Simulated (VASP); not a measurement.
Crystal: GaBiSe3.

```
Ga Bi Se
1.0
     5.84434    0.00000    0.00000
    -2.92217    5.06135    0.00000
     0.00000    0.00000    5.56952
Ga Bi Se
1 1 3
Direct
  0.00000 0.00000 0.50000
  0.66667 0.33333 0.50000
  0.00000 0.00000 0.00000
  0.33333 0.66667 0.50000
  0.33333 0.66667 0.00000
```

The cell was built by a generator and needn't be a form met in nature.

* Program: VASP 6.6.1
* Task: relaxation of cell and atoms
* Functional: PBE
* Potentials or basis: VASP PAW PBE potentials, release 64 (Ga_d, Bi_d, Se)
* Cutoff: 520 eV
* k mesh: 3 × 3 × 3
* Occupations: gaussian, width 0.15 eV
* Spin: no spin polarisation

At the start: pressure -6.4 GPa; volume 32.95 Å³/atom.

Task: How do energy, volume and symmetry change on relaxing?

Result: Over 6 steps the energy falls by 179.6 meV/atom and the volume is 26.07 Å³/atom (-20.9 %); space group P-6m2 (No. 187, to 0.05 Å).

The path:
```tsv
step	energy change (eV)	largest force (eV/Å)	pressure (GPa)	volume (Å³)
1	0.0000	0.0000	-6.42	164.75
2	-0.8663	0.0000	-1.70	135.23
3	-0.8974	0.0000	-0.12	130.34
4	-0.8975	0.0000	0.47	129.71
5	-0.8973	0.0000	-0.54	131.21
6	-0.8981	0.0000	-0.03	130.37
```

Final structure:
```
CELL_PARAMETERS angstrom
5.44717 0.00000 0.00000
-2.72358 4.71738 0.00000
0.00000 0.00000 5.07329
ATOMIC_POSITIONS crystal
Ga 0.00000 0.00000 0.50000
Bi 0.66667 0.33333 0.50000
Se 0.00000 0.00000 0.00000
Se 0.33333 0.66667 0.50000
Se 0.33333 0.66667 0.00000
```

Caveat: the k mesh is coarse (spacing up to 0.41 Å⁻¹), so the values aren't converged; the volume moved by over 15 % at a fixed basis, so the end points are rough.
